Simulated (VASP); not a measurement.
Consider the following.

```yaml
crystal:
  lattice:
    - [0.00000, 2.33596, 2.33596]
    - [2.33596, 0.00000, 2.33596]
    - [2.33596, 2.33596, 0.00000]
  atoms:
    - { symbol: Zr, position: [0.00000, 0.00000, 0.00000] }
    - { symbol: C, position: [0.50000, 0.50000, 0.50000] }
```

All values below come from PBEsol GGA, VASP's PBE PAW potentials (set 64) (plane waves; VASP). Numerical set-up: PREC = Normal, EDIFF = 1E-5, 450 eV cut-off, 15×15×15 Γ-centred mesh, first-order Methfessel-Paxton smearing of 0.10 eV, potentials Zr_sv C.

At this cut-off the stress carries a Pulay error, which pulls relaxed volumes low.

Give the stress tensor in GPa (positive for a compressed cell).

```
-1.03   0.00   0.00
 0.00  -1.03   0.00
 0.00   0.00  -1.03
```
The pressure is its mean diagonal, -1.03 GPa.

The compound is ZrC in the rock salt structure. It was relaxed first.
